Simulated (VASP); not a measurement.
# Ce2MnS3 (Immm) in VASP: single point with PBE

Aim: the single point of Ce2MnS3 with PBE.

Program: VASP 6.6.1. These are calculated values, not measurements. Logs are shortened: lines on timing, memory, paths and dates and some standing lists are left out, and cuts for length are marked.

## Step 1: Starting point

Symmetry: Immm, No. 71, orthorhombic system. The conventional cell has a = 3.799 Å, b = 4.136 Å, c = 13.742 Å, α = 90.00°, β = 90.00°, γ = 90.00°. Ce (site symmetry mm2) has 7 S at 2.60 to 2.82 Å as nearest neighbours. Mn (site symmetry mmm) has 4 S at 2.07 to 2.25 Å as nearest neighbours. Around S (site symmetry mmm) lie 2 Mn at 2.07 Å. S (site symmetry mm2) has 1 Mn at 2.25 Å as nearest neighbours.

The cell was built by a generator and needn't be a form met in nature.

## Step 2: Single point, PBE

Contents of INCAR:

```
SYSTEM = Ce2MnS3
PREC = Accurate
ENCUT = 520
EDIFF = 1E-6
ISMEAR = -1
SIGMA = 0.0317
LREAL = .FALSE.
LASPH = .TRUE.
NELM = 100
ALGO = Normal
ISIF = 2
LWAVE = .FALSE.
LCHARG = .FALSE.
GGA = PE
NBANDS = 36
```

Contents of KPOINTS:

```
Automatic mesh
0
G
  5 5 5
  0 0 0
```

Contents of POSCAR:

```
Ce2MnS3
1.0
    0.0000000000      3.7989626400      0.0000000000
    4.1358353000      0.0000000000      0.0000000000
    2.0679176500      1.8994818200     -6.8711651100
Ce Mn S
2 1 3
Direct
    0.3533200000      0.3533200000      0.2933600000
    0.6466800000      0.6466800000      0.7066400000
    0.0000000000      0.0000000000      0.0000000000
    0.0000000000      0.5000000000      0.0000000000
    0.1638000000      0.1638000000      0.6724000000
    0.8362000000      0.8362000000      0.3276000000
```

Potentials or basis: VASP PAW PBE potentials, release 64 (Ce, Mn_pv, S).

The run is started by

```
$ cat potpaw_PBE.64/Ce/POTCAR potpaw_PBE.64/Mn_pv/POTCAR potpaw_PBE.64/S/POTCAR > POTCAR
$ mpirun -np 1 vasp_std > vasp.out
```

OUTCAR:

```text
SYSTEM = Ce2MnS3
   PREC = Accurate
   ENCUT = 520
   EDIFF = 1E-6
   ISMEAR = -1
   LREAL = .FALSE.
   LASPH = .TRUE.
   NELM = 100
   ISIF = 2
   GGA = PE

 ion  position               nearest neighbor table
   1  0.353  0.353  0.293-   5 2.60   4 2.77   4 2.77   6 2.82   6 2.82   6 2.82   6 2.82
   2  0.647  0.647  0.707-   6 2.60   4 2.77   4 2.77   5 2.82   5 2.82   5 2.82   5 2.82
   3  0.000  0.000  0.000-   4 2.07   4 2.07   6 2.25   5 2.25
   4  0.000  0.500  0.000-   3 2.07   3 2.07   2 2.77   1 2.77   2 2.77   1 2.77
   5  0.164  0.164  0.672-   3 2.25   1 2.60   2 2.82   2 2.82   2 2.82   2 2.82
   6  0.836  0.836  0.328-   3 2.25   2 2.60   1 2.82   1 2.82   1 2.82   1 2.82

  LATTYP: Found a body centered orthorhombic cell.
 ALAT       =     3.7989626400
 B/A-ratio  =     1.0886749073
 C/A-ratio  =     3.6173901989

  Lattice vectors:

 A1 = (   2.0679176500,   1.8994808200,   6.8711651100)
 A2 = (  -2.0679176500,  -1.8994818200,   6.8711651100)
 A3 = (   2.0679176500,  -1.8994808200,  -6.8711651100)

Analysis of symmetry for initial positions (statically):
=====================================================================
 Subroutine PRICEL returns:
 Original cell was already a primitive cell.

 Routine SETGRP: Setting up the symmetry group for a
 body centered orthorhombic supercell.

 Subroutine GETGRP returns: Found  8 space group operations
 (whereof  8 operations were pure point group operations)
 out of a pool of  8 trial point group operations.

The static configuration has the point symmetry D_2h.

Analysis of symmetry for dynamics (positions and initial velocities):
=====================================================================
 Subroutine PRICEL returns:
 Original cell was already a primitive cell.

 Routine SETGRP: Setting up the symmetry group for a
 body centered orthorhombic supercell.

 Subroutine GETGRP returns: Found  8 space group operations
 (whereof  8 operations were pure point group operations)
 out of a pool of  8 trial point group operations.

The dynamic configuration has the point symmetry D_2h.

 Subroutine INISYM returns: Found  8 space group operations
 (whereof  8 operations are pure point group operations),
 and found     1 'primitive' translations

----------------------------------------------------------------------------------------

                                     Primitive cell

  volume of cell :     107.9589

  direct lattice vectors                    reciprocal lattice vectors
     0.000000000  3.798962640  0.000000000     0.000000000  0.263229754  0.072767882
     4.135835300  0.000000000  0.000000000     0.241789125  0.000000000  0.072767863
     2.067917650  1.899481820 -6.871165110     0.000000000  0.000000000 -0.145535726

  length of vectors
     3.798962640  4.135835300  7.422750471     0.273102669  0.252501768  0.145535726

  position of ions in fractional coordinates (direct lattice)
     0.353320000  0.353320000  0.293360000
     0.646680000  0.646680000  0.706640000
     0.000000000  0.000000000  0.000000000
     0.000000000  0.500000000  0.000000000
     0.163800000  0.163800000  0.672400000
     0.836200000  0.836200000  0.327600000

  ion indices of the primitive-cell ions
   primitive index   ion index
                 1           1
                 2           2
                 3           3
                 4           4
                 5           5
                 6           6

----------------------------------------------------------------------------------------

 KPOINTS: Automatic mesh

Automatic generation of k-mesh.
 Grid dimensions read from file:
 generate k-points for:    5    5    5

 Generating k-lattice:

  Cartesian coordinates                     Fractional coordinates (reciprocal lattice)
     0.000000000  0.052645951  0.014553576     0.200000000  0.000000000  0.000000000
     0.048357825  0.000000000  0.014553573     0.000000000  0.200000000  0.000000000
     0.000000000  0.000000000 -0.029107145     0.000000000  0.000000000  0.200000000

  Length of vectors
     0.054620534  0.050500354  0.029107145

  Shift w.r.t. Gamma in fractional coordinates (k-lattice)
     0.000000000  0.000000000  0.000000000

 Subroutine IBZKPT returns following result:
 ===========================================

 Found     27 irreducible k-points:

 Following reciprocal coordinates:
            Coordinates               Weight
  0.000000  0.000000  0.000000      1.000000
  0.200000  0.000000 -0.000000      4.000000
  0.400000  0.000000  0.000000      4.000000
  0.000000  0.200000 -0.000000      4.000000
  0.200000  0.200000 -0.000000      8.000000
  0.400000  0.200000  0.000000      8.000000
[... 16 lines left out ...]
 -0.400000 -0.200000  0.200000      4.000000
 -0.200000 -0.200000  0.200000      8.000000
 [... further k-points ...]
   k-points           NKPTS =     27   k-points in BZ     NKDIM =     27   number of bands    NBANDS=     36
   number of dos      NEDOS =    301   number of ions     NIONS =      6
   total plane-waves  NPLWV =  50176
   dimension x,y,z NGX =    28 NGY =   32 NGZ =   56
   dimension x,y,z NGXF=    56 NGYF=   64 NGZF=  112
   ions per type =               2   1   3
   NGX,Y,Z   is equivalent  to a cutoff of  12.25, 12.86, 12.54 a.u.
   NGXF,Y,Z  is equivalent  to a cutoff of  24.51, 25.73, 25.08 a.u.
 SYSTEM =  Ce2MnS3
   PREC   = accura    normal or accurate (medium, high low for compatibility)
   ISTART =      0    job   : 0-new  1-cont  2-samecut
   ICHARG =      2    charge: 1-file 2-atom 10-const
   ISPIN  =      1    spin polarized calculation?
   LNONCOLLINEAR =      F non collinear calculations
   LSORBIT =      F    spin-orbit coupling
   LASPH  =      T    aspherical Exc in radial PAW
   ENCUT  =  520.0 eV  38.22 Ry    6.18 a.u.   7.06  7.69 13.80*2*pi/ulx,y,z
   NELM   =    100;   NELMIN=  2; NELMDL= -5     # of ELM steps
   EDIFF  = 0.1E-05   stopping-criterion for ELM
   LREAL  =      F    real-space projection
   EDIFFG = 0.1E-04   stopping-criterion for IOM
   NSW    =      0    number of steps for IOM
   IBRION =     -1    ionic relax: 0-MD 1-quasi-New 2-CG
   NFREE  =      0    steps in history (QN), initial steepest desc. (CG)
   ISIF   =      2    stress and relaxation
   ISYM   =      2    0-nonsym 1-usesym 2-fastsym
   POTIM  = 0.5000    time-step for ionic-motion
   TEBEG  =    0.0;   TEEND  =   0.0 temperature during run
   PSTRESS=    0.0 pullay stress
   NELECT =      55.0000    total number of electrons
   NUPDOWN=      -1.0000    fix difference up-down
   EMIN   =  10.00;   EMAX   =-10.00  energy-range for DOS
   EFERMI =   0.00;   METHOD = LEGACY
   ISMEAR =    -1;   SIGMA  =   0.03  broadening in eV -4-tet -1-fermi 0-gaus
   EFERMI_NEDOS =   21; number of points for ismear=-14 and -15
   IALGO  =     38    algorithm
   IMIX   =      4    mixing-type and parameters
     AMIX     =   0.40;   BMIX     =  1.00
     AMIX_MAG =   1.60;   BMIX_MAG =  1.00
  volume/ion in A,a.u.               =      17.99       121.42
  Fermi-wavevector in a.u.,A,eV,Ry     =   1.307503  2.470823 23.260048  1.709565
  Thomas-Fermi vector in A             =   2.438234
   LORBIT       =      0    0 simple, 1 ext, 2 COOP (PROOUT), +10 PAW based schemes
   GGA     = PE    functional components
   LHFCALC =     F    Hartree Fock is set to
   AEXX    =    0.0000 exact exchange contribution
   IVDW    =     0    specifies the selected vdW correction
   LEPSILON=     F    determine dielectric tensor
   LRPA    =     F    only Hartree local field effects (RPA)
 non-spin polarized calculation
  energy-cutoff  :      520.00
  volume of cell :      107.96
 maximum number of plane-waves:      2927
   NGX = 15   NGY = 15   NGZ = 27

 number of electron      54.9999995 magnetization

 Free energy of the ion-electron system (eV)
  ---------------------------------------------------
  ext. energy  EPLUGINS =         0.00000000
  ---------------------------------------------------
  free energy    TOTEN  =       -41.31059085 eV

  energy without entropy =      -41.26416983  energy(sigma->0) =      -41.28738034

 E-fermi :   9.6703     XC(G=0): -11.4350

 val. band max:        9.6699107536   @ k =   0.2000   0.4000  -0.0000
 cond. band min:       9.6777230936   @ k =  -0.4000   0.0000   0.2000
 fundamental gap:      0.0078123400
 Fermi energy:         9.6703388409

 k-point     1 :       0.0000    0.0000    0.0000
  band No.  band energies     occupation
      1     -38.4829      2.00000
      2     -38.2902      2.00000
      3     -37.8598      2.00000
      4     -25.0860      2.00000
      5     -25.0000      2.00000
      6      -9.0372      2.00000
[... 28 lines left out ...]
     35      10.1767      0.00000
     36      10.2320      0.00000

 k-point     2 :       0.2000    0.0000   -0.0000
  band No.  band energies     occupation
      1     -38.4829      2.00000
      2     -38.2901      2.00000
      3     -37.8608      2.00000
      4     -25.0577      2.00000
      5     -24.9882      2.00000
      6      -8.8805      2.00000
[... 28 lines left out ...]
     35      10.1608      0.00000
     36      10.2766      0.00000

 k-point     3 :       0.4000    0.0000    0.0000
  band No.  band energies     occupation
      1     -38.4827      2.00000
      2     -38.2899      2.00000
      3     -37.8623      2.00000
      4     -25.0041      2.00000
      5     -24.9753      2.00000
      6      -9.2411      2.00000
[... 28 lines left out ...]
     35      10.1751      0.00000
     36      10.2650      0.00000
[... 742 lines left out ...]
 k-point    23 :      -0.4000   -0.2000    0.2000
  band No.  band energies     occupation
      1     -38.4846      2.00000
      2     -38.2899      2.00000
      3     -37.8623      2.00000
      4     -24.9853      2.00000
      5     -24.9809      2.00000
      6      -9.1858      2.00000
[... 28 lines left out ...]
     35      10.1740      0.00000
     36      10.1953      0.00000

 k-point    24 :      -0.2000   -0.2000    0.2000
  band No.  band energies     occupation
      1     -38.4847      2.00000
      2     -38.2900      2.00000
      3     -37.8607      2.00000
      4     -25.0330      2.00000
      5     -24.9980      2.00000
      6      -8.8773      2.00000
[... 28 lines left out ...]
     35      10.1648      0.00000
     36      10.1878      0.00000

 [... further k-points ...]
[... 5 lines left out ...]
  --------------------------------------------------------------------------------------
  -------------------------------------------------------------------------------------
  Total       10.6983473      4.6007618      9.6198911      0.0000000     -0.0000007      0.0000000
  in kB      158.7700687     68.2781404    142.7651130      0.0000000     -0.0000104      0.0000000
  external PRESSURE =     123.2711074 kB  Pullay stress =       0.0000000 kB

 VOLUME and BASIS-vectors are now :
 -----------------------------------------------------------------------------
  energy-cutoff  :      520.00
  volume of cell :      107.96
      direct lattice vectors                 reciprocal lattice vectors
     0.000000000  3.798962640  0.000000000     0.000000000  0.263229754  0.072767882
     4.135835300  0.000000000  0.000000000     0.241789125  0.000000000  0.072767863
     2.067917650  1.899481820 -6.871165110     0.000000000  0.000000000 -0.145535726

 POSITION                                       TOTAL-FORCE (eV/Angst)
 -----------------------------------------------------------------------------------
      2.06792      1.89948     -2.01572         0.000000     -0.000000      1.287080
      4.13584      3.79896     -4.85544         0.000000      0.000000     -1.287080
      0.00000      0.00000      0.00000         0.000000      0.000000      0.000000
      2.06792      0.00000      0.00000        -0.000000      0.000000      0.000000
      2.06792      1.89948     -4.62017        -0.000000      0.000000     -0.400312
      4.13584      3.79896     -2.25099         0.000000     -0.000000      0.400312
 -----------------------------------------------------------------------------------
    total drift:                               -0.000000      0.000000     -0.000000

  FREE ENERGIE OF THE ION-ELECTRON SYSTEM (eV)
  ---------------------------------------------------
  free  energy   TOTEN  =       -41.3105908505 eV

  energy  without entropy=      -41.2641698262  energy(sigma->0) =      -41.28738034
```

Run time: 2.3 min. Hardware: 1 thread of AMD EPYC 7R13 (Zen 3), shared host; peak memory 0.25 GiB.

What came out:

| Property | Result |
| --- | --- |
| Free energy | -41.3106 eV |
| Pressure | 12.3 GPa |
| Largest force | 1.287 eV/Å |
| Band gap on the k mesh | none (metal or under the smearing width) |

Forces in eV/Å, atoms in the order of the input:
```
Ce   0.000  0.000  1.287
Ce   0.000  0.000 -1.287
Mn   0.000  0.000  0.000
S    0.000  0.000  0.000
S    0.000  0.000 -0.400
S    0.000  0.000  0.400
```

Caveat: the run has no spin polarisation, though such a crystal can be magnetic; without U or exact exchange the open f shell lies at the Fermi level, which spoils levels, moments and volumes; forces of over 1 eV/Å show positions far from the minimum, so gaps and moduli don't describe the material at rest.
